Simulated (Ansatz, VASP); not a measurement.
## CaMoO4 (powellite) in two plane-wave programs

Wanted: the spread between two codes on one cell, functional and k mesh. The cell is taken from a series of runs on this material, whose earlier steps may have relaxed, scaled, displaced or heated it; both programs get it as it stands.

Program: Ansatz 0.2.0. Level of theory: plane waves, with VASP 6.6.1 beside it; single point at PBEsol. Results are calculated unless marked as measured.

**1. The starting structure**

Symmetry: I4_1/a, No. 88, tetragonal system. The conventional cell has a = 5.204 Å, b = 5.204 Å, c = 11.306 Å, α = 90.00°, β = 90.00°, γ = 90.00°. Ca has 8 O at 2.42 to 2.45 Å nearest. Nearest to Mo lie 4 O at 1.78 Å. O has 1 Mo at 1.78 Å and 2 Ca at 2.42 to 2.45 Å nearest. Farther neighbours and most contacts between anions are not listed.

Coordinates:

```cif
data_structure
_symmetry_space_group_name_H-M 'P 1'
_symmetry_Int_Tables_number 1
_cell_length_a 6.7455
_cell_length_b 6.7455
_cell_length_c 6.7455
_cell_angle_alpha 134.617
_cell_angle_beta 134.617
_cell_angle_gamma 66.126
_cell_volume 153.12
loop_
_atom_site_label
_atom_site_type_symbol
_atom_site_fract_x
_atom_site_fract_y
_atom_site_fract_z
_atom_site_occupancy
Ca1 Ca 0.75000 0.25000 0.50000 1
Ca2 Ca 0.00000 0.00000 0.00000 1
Mo3 Mo 0.25000 0.75000 0.50000 1
Mo4 Mo 0.50000 0.50000 0.00000 1
O5 O 0.57861 0.98748 0.89498 1
O6 O 0.73748 0.34251 0.90888 1
O7 O 0.09251 0.68363 0.10502 1
O8 O 0.43363 0.82861 0.09112 1
O9 O 0.17139 0.26252 0.60502 1
O10 O 0.01252 0.90749 0.59112 1
O11 O 0.65749 0.56637 0.39498 1
O12 O 0.31637 0.42139 0.40888 1
```

**2. VASP: single point, PBEsol**

With cell and atoms fixed, the geometry can't cause a difference; cores, projectors, grids and the points listed under the comparison can.

Lines of VASP's logs that name or quote its potential files are left out, and so is its time.

Contents of INCAR:

```
SYSTEM = CaMoO4
PREC = Accurate
ENCUT = 520
EDIFF = 1E-06
NELM = 120
ISMEAR = 0
SIGMA = 0.01
LREAL = .FALSE.
ALGO = Normal
GGA = PS
NBANDS = 60
LASPH = .TRUE.
LORBIT = 11
LWAVE = .FALSE.
LCHARG = .FALSE.
ISIF = 2
GGA_COMPAT = .FALSE.
EFERMI = MIDGAP
KPAR = 2
```

Contents of POSCAR:

```
CaMoO4
1.0
   -2.6021929894      2.6021929894      5.6532204658
    2.6021929894     -2.6021929894      5.6532204658
    2.6021929894      2.6021929894     -5.6532204658
Ca Mo O
2 2 8
Direct
    0.7500000000      0.2500000000      0.5000000000
    0.0000000000      0.0000000000      0.0000000000
    0.2500000000      0.7500000000      0.5000000000
    0.5000000000      0.5000000000      0.0000000000
    0.5786065817      0.9874849798      0.8949762968
    0.7374849798      0.3425086830      0.9088783981
    0.0925086830      0.6836302849      0.1050237032
    0.4336302849      0.8286065817      0.0911216019
    0.1713934183      0.2625150202      0.6050237032
    0.0125150202      0.9074913170      0.5911216019
    0.6574913170      0.5663697151      0.3949762968
    0.3163697151      0.4213934183      0.4088783981
```

Contents of KPOINTS:

```
Automatic mesh
0
Gamma
5 5 5
0 0 0
```

Potentials, in the order of the species: Ca_sv, Mo_sv and O (PBE family, release 64).

Launch:

```
mpirun -np 2 vasp_std
```

Numbers of over 12 decimals in the logs are rounded to 6 here.

Log:

```text
[banner, memory and clock lines left out]
running    2 mpi-ranks, on    1 nodes
 distrk:  each k-point on    1 cores,    2 groups
 distr:  one band on    1 cores,    1 groups

 POSCAR found type information on POSCAR CaMoO
 POSCAR found :  3 types and      12 ions
|                                                                             |
|               ----> ADVICE to this user running VASP <----                  |
|                                                                             |
|     You enforced a specific xc type in the INCAR file but a different       |
|     [... a line on the potential file left out ...]
|     I HOPE YOU KNOW WHAT YOU ARE DOING!                                     |
|                                                                             |

 LDA part: xc-table for (Slater+PW92), standard interpolation
 POSCAR, INCAR and KPOINTS ok, starting setup
 FFT: planning ... GRIDC
 FFT: planning ... GRID_SOFT
 FFT: planning ... GRID
 WAVECAR not read
 entering main loop
       N       E                     dE             d eps       ncg     rms          rms(c)
DAV:   1     0.104008856465E+04    0.10401E+04   -0.54525E+04  2520   0.163E+03
DAV:   2    -0.437424255450E+02   -0.10838E+04   -0.10484E+04  3068   0.466E+02
DAV:   3    -0.119838164581E+03   -0.76096E+02   -0.75638E+02  3272   0.130E+02
DAV:   4    -0.122236710212E+03   -0.23985E+01   -0.23935E+01  3888   0.202E+01
DAV:   5    -0.122316529452E+03   -0.79819E-01   -0.79786E-01  3536   0.303E+00    0.895E+01
DAV:   6    -0.102504155597E+03    0.19812E+02   -0.13697E+02  2964   0.558E+01    0.159E+01
DAV:   7    -0.101444285978E+03    0.10599E+01   -0.38306E+01  2856   0.305E+01    0.245E+01
DAV:   8    -0.100469021291E+03    0.97526E+00   -0.29967E+00  2928   0.107E+01    0.191E+00
DAV:   9    -0.100474857377E+03   -0.58361E-02   -0.22044E-01  3448   0.216E+00    0.118E+00
DAV:  10    -0.100471162765E+03    0.36946E-02   -0.34656E-02  3424   0.124E+00    0.297E-01
DAV:  11    -0.100471175283E+03   -0.12518E-04   -0.75546E-03  3144   0.408E-01    0.142E-01
DAV:  12    -0.100471316767E+03   -0.14148E-03   -0.81742E-04  3384   0.171E-01    0.102E-01
DAV:  13    -0.100471314713E+03    0.20536E-05   -0.11375E-04  3256   0.560E-02    0.205E-02
DAV:  14    -0.100471316762E+03   -0.20485E-05   -0.13796E-05  2880   0.185E-02    0.118E-02
DAV:  15    -0.100471315605E+03    0.11565E-05   -0.55799E-06  2368   0.132E-02    0.373E-03
DAV:  16    -0.100471315706E+03   -0.10093E-06   -0.58081E-07  1512   0.401E-03
   1 F= -.10047132E+03 E0= -.10047132E+03  d E =0.000000E+00
```

From OUTCAR (step 2):

```text
ion  position               nearest neighbor table
   1  0.750  0.250  0.500-   8 2.42   9 2.42   6 2.42  11 2.42  10 2.45   7 2.45  12 2.45   5 2.45

  LATTYP: Found a body centered tetragonal cell.
 ALAT       =     5.2043859788
 C/A-ratio  =     2.1724831666

 Subroutine GETGRP returns: Found  8 space group operations
 (whereof  4 operations were pure point group operations)

The static configuration has the point symmetry S_4 .
 The point group associated with its full space group is C_4h.

 Found     21 irreducible k-points:

   k-points           NKPTS =     21   k-points in BZ     NKDIM =     21   number of bands    NBANDS=     60

   dimension x,y,z NGX =    50 NGY =   50 NGZ =   50
   dimension x,y,z NGXF=   100 NGYF=  100 NGZF=  100

   ENCUT  =  520.0 eV  38.22 Ry    6.18 a.u.  12.54 12.54 12.54*2*pi/ulx,y,z

   NELECT =      96.0000    total number of electrons

 k-points in reciprocal lattice and weights: Automatic mesh
   0.00000000  0.00000000  0.00000000       0.008
   0.20000000 -0.00000000  0.00000000       0.064
   0.40000000 -0.00000000  0.00000000       0.064
   0.20000000  0.20000000  0.00000000       0.064
   0.40000000  0.20000000  0.00000000       0.064
  -0.40000000 -0.20000000 -0.40000000       0.064
  -0.40000000  0.20000000 -0.00000000       0.064
   0.40000000 -0.20000000 -0.20000000       0.064
  -0.20000000  0.20000000  0.00000000       0.032
[...]
-0.40000000  0.40000000  0.40000000       0.032
  -0.40000000 -0.40000000  0.40000000       0.016

 average (electrostatic) potential at core
       1 -43.5574       2 -43.5574       3 -78.8278       4 -78.8278       5 -70.9979
       6 -70.9979       7 -70.9979       8 -70.9979       9 -70.9979      10 -70.9979
      11 -70.9979      12 -70.9979

 E-fermi :   4.2159

 k-point     1 :       0.0000    0.0000    0.0000
  band No.  band energies     occupation
    ...
     44       1.3624      2.00000
     45       1.8619      2.00000
     46       2.1851      2.00000
     47       2.5305      2.00000
     48       2.5305      2.00000
     49       5.9013      0.00000
     50       6.3235      0.00000
     51       6.6349      0.00000
     52       6.7015      0.00000
     53       8.0990      0.00000
    ...

 k-point     2 :       0.2000   -0.0000    0.0000
  band No.  band energies     occupation
    ...
     44       1.6175      2.00000
     45       1.7823      2.00000
     46       2.1998      2.00000
     47       2.3953      2.00000
     48       2.4126      2.00000
     49       6.0084      0.00000
     50       6.3712      0.00000
     51       6.6046      0.00000
     52       6.6957      0.00000
     53       8.0569      0.00000
    ...

 k-point     3 :       0.4000   -0.0000    0.0000
  band No.  band energies     occupation
    ...
     44       1.7831      2.00000
     45       1.8830      2.00000
     46       2.0186      2.00000
     47       2.2093      2.00000
     48       2.2861      2.00000
     49       6.2238      0.00000
     50       6.4537      0.00000
     51       6.4744      0.00000
     52       6.7080      0.00000
     53       7.9805      0.00000
    ...

  Total        0.5750161      0.5750161      0.4955046      0.0000000      0.0000000      0.0000000
  in kB        6.0166629      6.0166629      5.1846968      0.0000002      0.0000000      0.0000000
  external PRESSURE =       5.7393409 kB  Pullay stress =       0.0000000 kB

  energy-cutoff  :      520.00
  volume of cell :      153.12
      direct lattice vectors                 reciprocal lattice vectors
    -2.602192989  2.602192989  5.653220466     0.000000000  0.192145626  0.088445162
     2.602192989 -2.602192989  5.653220466     0.192145626  0.000000000  0.088445162
     2.602192989  2.602192989 -5.653220466     0.192145626  0.192145626  0.000000000

 POSITION                                       TOTAL-FORCE (eV/Angst)
 -----------------------------------------------------------------------------------
      0.00000      2.60219      2.82661         0.000000      0.000000      0.000000
      0.00000      0.00000      0.00000         0.000000     -0.000000      0.000000
      2.60219      0.00000      2.82661         0.000000     -0.000000      0.000000
      0.00000      0.00000      5.65322         0.000000     -0.000000      0.000000
      3.39288      1.26492      3.79396         0.038146      0.050159      0.049566
      1.33727      3.39288      0.96735        -0.050159      0.038146      0.049566
      1.81150     -1.26492      3.79396        -0.038146     -0.050159      0.049566
      1.26492     -0.79069      6.62057         0.050159     -0.038146      0.049566
      1.81150      1.33727     -0.96735        -0.038146     -0.050159     -0.049566
      3.86711     -0.79069      1.85926         0.050159     -0.038146     -0.049566
      0.79069      1.26492      4.68587         0.038146      0.050159     -0.049566
      1.33727      0.79069      1.85926        -0.050159      0.038146     -0.049566
 -----------------------------------------------------------------------------------
    total drift:                               -0.000000      0.000000     -0.000000

  FREE ENERGIE OF THE ION-ELECTRON SYSTEM (eV)
  ---------------------------------------------------
  free  energy   TOTEN  =      -100.4713157062 eV

  energy  without entropy=     -100.4713157062  energy(sigma->0) =     -100.47131571

 total charge
# of ion       s       p       d       tot
------------------------------------------
    1        2.023   5.863   0.228   8.114
    2        2.023   5.863   0.228   8.114
    3        2.463   6.361   4.032  12.856
    4        2.463   6.361   4.032  12.856
    5        1.577   3.448   0.000   5.025
    6        1.577   3.448   0.000   5.025
    7        1.577   3.448   0.000   5.025
    8        1.577   3.448   0.000   5.025
    9        1.577   3.448   0.000   5.025
   10        1.577   3.448   0.000   5.025
   11        1.577   3.448   0.000   5.025
   12        1.577   3.448   0.000   5.025
--------------------------------------------------
tot         21.590  52.032   8.521  82.144

[... 3 further parts left out ...]
```

This run has no spin polarisation, so a moment on Mo, if there is one, isn't seen. The gap is read on the k-mesh alone, so it is an upper bound where the band edges lie off the mesh. The PAW data sets were made with PBE, which is usual practice but a small mismatch for other functionals.

**3. Ansatz: single point, PBEsol**

Ansatz runs on its PAW soft_1 files.

The same cell, functional and mesh now go to Ansatz, which takes its cutoff from its data sets.

Contents of input.yaml:

```yaml
crystal:
  lattice:
    - [-2.6021929894, 2.6021929894, 5.6532204658]
    - [2.6021929894, -2.6021929894, 5.6532204658]
    - [2.6021929894, 2.6021929894, -5.6532204658]
  atoms:
    - { symbol: Ca, position: [0.75, 0.25, 0.5] }
    - { symbol: Ca, position: [0.0, 0.0, 0.0] }
    - { symbol: Mo, position: [0.25, 0.75, 0.5] }
    - { symbol: Mo, position: [0.5, 0.5, 0.0] }
    - { symbol: O, position: [0.5786065817, 0.9874849798, 0.8949762968] }
    - { symbol: O, position: [0.7374849798, 0.342508683, 0.9088783981] }
    - { symbol: O, position: [0.092508683, 0.6836302849, 0.1050237032] }
    - { symbol: O, position: [0.4336302849, 0.8286065817, 0.0911216019] }
    - { symbol: O, position: [0.1713934183, 0.2625150202, 0.6050237032] }
    - { symbol: O, position: [0.0125150202, 0.907491317, 0.5911216019] }
    - { symbol: O, position: [0.657491317, 0.5663697151, 0.3949762968] }
    - { symbol: O, position: [0.3163697151, 0.4213934183, 0.4088783981] }
kpoints:
  mp_grid: { grid: [5, 5, 5] }
  band_path:
    path:
      - [[0.0, 0.0, 0.0], [0.5, -0.5, 0.0], [0.5, -0.5, 0.10593932], [0.30296966, -0.30296966, 0.30296966], [0.0, 0.0, 0.0], [0.5, 0.5, -0.5], [0.69703034, 0.30296966, -0.30296966], [0.5, 0.0, 0.0], [0.75, -0.25, -0.25], [0.89406068, 0.10593932, -0.5], [0.5, 0.5, -0.5]]
      - [[0.5, -0.5, 0.0], [0.75, -0.25, -0.25]]
    npoints: 4
scf:
  occupations: { method: fixed }
  n_extra_bands: 16
hamiltonian:
  xc: pbesol
  pseudopotentials: { kind: paw, azcp: { folder: soft_1 }, xc_functional: pbe }
output:
  optics:
    e_range: [0, 8]
    de: 0.025
    sigma: 0.1
    nscf_kmesh: { grid: [6, 6, 6] }
    kdotp_interpolation: "on"
    bands: { spectra_wanted_up_to: 8 }
  write_bands: true
```

Launch:

```
ansatz run input.yaml --threads 8 --pin off --max-ram 16384MiB --backend cpu --events-out ev --progress --plain --runs-dir out
```

Log:

```text
scf.n_extra_bands = 16 over 48 filled bands (N_el = 96.0): the run solves 64 bands
Engine: ansatz 0.2.0, aarch64-unknown-linux-gnu
Pseudopotentials: kind: paw
Pseudopotential: Ca, paw, valence charge 10, recommended cutoff 420 eV (normal), soft_1/Ca.paw.azcp
Pseudopotential: Mo, paw, valence charge 14, recommended cutoff 420 eV (normal), soft_1/Mo.paw.azcp
Pseudopotential: O, paw, valence charge 6, recommended cutoff 420 eV (normal), soft_1/O.paw.azcp
Functional definition: PBEsol
  exchange = pbesol_x
  correlation = pbesol_c
Crystal: 12 atoms, lattice volume = 153.121 Å³
Basis set: ecut = 420 eV, 3043 PW (Γ)
Bands: 64, of which v1, the nominal top of the filled ones, is band 48 counted from 1 (47 counted from 0)
Symmetry: 8 space group operations
Space group: I41/a (ITA 88), of the structure as read, at distance tolerance 5.3e-5 Å
k-points: 21 of 125
Non-local potential: Ca, projectors of the file, l = 0: 3, l = 1: 2, l = 2: 2
Non-local potential: Mo, projectors of the file, l = 0: 3, l = 1: 2, l = 2: 2, l = 3: 1
Non-local potential: O, projectors of the file, l = 0: 2, l = 1: 2, l = 2: 1
PAW form: soft (Blöchl's): semilocal exchange-correlation on the pseudo side does not see the compensation charge
PAW frozen core: Ca, regenerated for the run's functional, and the local potential with it (the file was generated under x = pbe(κ = 0.804, μ = 0.219515), c = pbe(β = 0.066725))
PAW frozen core: Mo, regenerated for the run's functional, and the local potential with it (the file was generated under x = pbe(κ = 0.804, μ = 0.219515), c = pbe(β = 0.066725))
PAW frozen core: O, regenerated for the run's functional, and the local potential with it (the file was generated under x = pbe(κ = 0.804, μ = 0.219515), c = pbe(β = 0.066725))
PAW one-centre angular grid: Ca, 110 points (default); XC on 64 Gauss nodes
PAW one-centre angular grid: Mo, 590 points (default); XC on 64 Gauss nodes
PAW one-centre angular grid: O, 110 points (default); XC on 64 Gauss nodes
Initial density: superposition of atomic densities (chi_scale 0.1, normalization cell, long waves kept (reshape's long-wave potential 0.03 eV rms))
Initial wavefunctions: pseudopotential atomic-orbital guess
Functional: x = pbesol(κ = 0.804, μ = 0.123457), c = pbesol(β = 0.046)
SCF iter   1: F=—  HF=-17890.388553 eV  |F-HF|=—  |Δ(HF+E_count)|=         —  Δρ=1.17e-1  dr2=4.35e1  ethr=3.10e-3  ⟨swp⟩=6.0  Hψ=5168  notcnv=0  defer=272
preconditioner: auto → Resta (q_TF=auto, 2.524 Å⁻¹)  ε∞=4.3  [insulator: Δε(μ)=4.132 eV  Ē_g=14.428 eV  n_scr=36 (ndim 8)  ℏωp=26.2 eV  f_vac=0.000  ε∞_Penn≈4.3]
SCF iter   2: F=—  HF=-17881.050771 eV  |F-HF|=—  |Δ(HF+E_count)|=    9.34e0  Δρ=5.98e-2  dr2=4.29e0  ethr=3.10e-3  ⟨swp⟩=4.7  Hψ=3021  notcnv=0  defer=261
SCF iter   3: F=—  HF=-17880.167888 eV  |F-HF|=—  |Δ(HF+E_count)|=   8.83e-1  Δρ=2.38e-2  dr2=1.30e0  ethr=3.10e-3  ⟨swp⟩=2.5  Hψ=2040  notcnv=0  defer=256
SCF iter   4: F=—  HF=-17879.922741 eV  |F-HF|=—  |Δ(HF+E_count)|=   2.45e-1  Δρ=1.02e-2  dr2=1.91e-1  ethr=1.36e-3  ⟨swp⟩=2.6  Hψ=1662  notcnv=0  defer=287
SCF iter   5: F=—  HF=-17879.883463 eV  |F-HF|=—  |Δ(HF+E_count)|=   3.93e-2  Δρ=2.28e-3  dr2=1.48e-2  ethr=1.99e-4  ⟨swp⟩=3.0  Hψ=1963  notcnv=0  defer=293
SCF iter   6: F=—  HF=-17879.884184 eV  |F-HF|=—  |Δ(HF+E_count)|=   7.21e-4  Δρ=6.38e-4  dr2=1.02e-3  ethr=1.54e-5  ⟨swp⟩=3.0  Hψ=1926  notcnv=0  defer=294
SCF iter   7: F=—  HF=-17879.884283 eV  |F-HF|=—  |Δ(HF+E_count)|=   9.87e-5  Δρ=1.17e-4  dr2=2.66e-5  ethr=1.06e-6  ⟨swp⟩=2.0  Hψ=1638  notcnv=0  defer=294
SCF iter   8: F=—  HF=-17879.884314 eV  |F-HF|=—  |Δ(HF+E_count)|=   3.10e-5  Δρ=6.12e-5  dr2=8.10e-6  ethr=2.77e-8  ⟨swp⟩=2.0  Hψ=1612  notcnv=0  defer=283
SCF iter   9: F=—  HF=-17879.884246 eV  |F-HF|=—  |Δ(HF+E_count)|=   6.76e-5  Δρ=5.34e-6  dr2=4.79e-8  ethr=8.44e-9  ⟨swp⟩=2.2  Hψ=1915  notcnv=0  defer=257
SCF iter  10: F=—  HF=-17879.884246 eV  |F-HF|=—  |Δ(HF+E_count)|=   5.76e-8  Δρ=1.09e-6  dr2=1.35e-9  ethr=4.99e-11  ⟨swp⟩=2.1  Hψ=1775  notcnv=0  defer=257
SCF iter  11: F=—  HF=-17879.884246 eV  |F-HF|=—  |Δ(HF+E_count)|=   1.32e-9  Δρ=2.47e-7  dr2=8.33e-11  ethr=1.41e-12  ⟨swp⟩=2.1  Hψ=2030  notcnv=0  defer=257
SCF iter  12: F=-17879.884246 eV  HF=-17879.884246 eV  |F-HF|=0.00e0  |Δ(HF+E_count)|=  1.46e-11  Δρ=5.96e-8  dr2=4.49e-12  ethr=1.00e-12  ⟨swp⟩=12.5  Hψ=6741  notcnv=0
SCF 1 converged in 12 iterations: F = -17879.884246 eV  dr2 = 4.49e-12
  greatest PAW one-centre occupation: 0.999 electrons in one spin orbital (limit 2), on the Mo atom at site 3 (counted from 0), in its partial waves of l = 0
NSCF: frozen V_eff on 46 k-points
NSCF: frozen V_eff on 36 k-points
[...]
output.optics: what the bands over the 75 summed would add to eps1, eps2 and the energy-loss function is held between a lower and an upper bound (11 Lanczos steps). eps1, eps2 and their loss function (loss_summed_bands) are given on every row as the summed bands alone make them. Along an axis, on a row where the two bounds hold the loss function to about 1 % of the greater of itself and 0.5 % of |1/eps|, its cell (loss_completed) is given, with the completed eps1 and eps2 that it is formed of (a cell that is left empty reads nan in the table and null in the record). The two bounds hold it so along every axis on all 321 rows up to 8.000 eV. [rest of the remark cut]
SCF converged after 12 iterations
Free energy (F): -17879.884246 eV
Harris-Foulkes:  -17879.884246 eV  (|F-HF|=0.00e0)
Internal energy: -17879.884246 eV  (E = F + TS)
E sigma→0 (E₀):  -17879.884246 eV
Fermi energy:    7.089542 eV
--- Per-component energies (eV) ---
  E_band       = -726.273855
  E_kinetic    = 2693.040348
  E_local      = -6675.656585  (includes V_loc(G=0)·N_el)
  E_nonlocal   = 896.215190
  E_hartree    = 2322.337508
  E_xc         = -1167.562260
  E_vxc        = -1477.621803  (∫ρ·V_xc dr)
  E_paw        = -9246.643983  (= ΣΔE_a)
  E_vpaw       = -806.932293  (= ΣTr[D̂ρ^β])
  E_aug_tail   = 0.006215  (compensation charges beyond the density's cutoff)
  E_ewald      = -6702.559171
  E_core_change = 0.938492  (= ΣΔE_core)
  E_smearing   = -0.000000  (= −TS)
  E_closure    = 0.000000  (closes the sum)
  Σ components = -17879.884246   (vs F -17879.884246, Δ=0.00e0)
--- Band table (eV; the first three rows and the last of 21) ---
  k-point 0: bands = [... 44 lower, 6.4206, 6.7514, 7.0895, 7.0895, 10.4676, 10.8857, 11.1965, 11.2638, ... 12 higher]
  k-point 1: bands = [... 44 lower, 6.5680, 6.6573, 6.7361, 6.9601, 10.6161, 10.9995, 11.1298, 11.3304, ... 12 higher]
  k-point 2: bands = [... 44 lower, 6.3128, 6.5154, 6.6874, 6.7128, 10.7280, 10.8486, 11.2089, 11.3259, ... 12 higher]
  k-point 20: bands = [... 44 lower, 6.6121, 6.6597, 6.9071, 7.0226, 10.7600, 10.7856, 10.9657, 11.0070, ... 12 higher]
```

In the SCF lines HF is the Harris–Foulkes energy and dr2 the Hartree energy of the density residual, in eV; the loop may stop once dr2 is under the threshold and the program's other checks hold. Hψ counts applications of the Hamiltonian.

**4. Side by side**

Known differences besides the potentials themselves: fixed occupations in Ansatz, narrow Gaussian smearing in VASP; the cutoff is 420 eV in Ansatz and 520 eV in VASP; Ansatz makes its cores anew for this functional, VASP keeps those of its PBE data sets. Total energies have different zeros and are not compared.

Compared:

| quantity | Ansatz | VASP | difference |
| --- | --- | --- | --- |
| gap on the k mesh (eV) | 3.378 | 3.371 | +0.007 |

A gap on the mesh is an upper bound, since the band edges may lie between its points.

**5. Summary of results**

| Quantity | Value |
| --- | --- |
| difference in gap on the k mesh (single point, PBEsol) | 0.0073 eV |

**Reading.** The difference in gap on the k mesh is 0.0073 eV (single point, PBEsol), within the 0.08 eV picked in this series as the mark of a large difference. How closely two codes agree says nothing of how well the functional describes the real material.

[Lines on the potential files, build, host, timing and source positions are cut from VASP's logs without a mark.]

[Logs are printed without paths, hosts, clocks, repeated set-up lines and the standing remarks that a program may print on its own settings, such as how far it seeks lower states.]

[Hosts, paths, dates, database ids (printed as entryN), source tags and the programs' standing remarks are cut or masked in the printed files.]
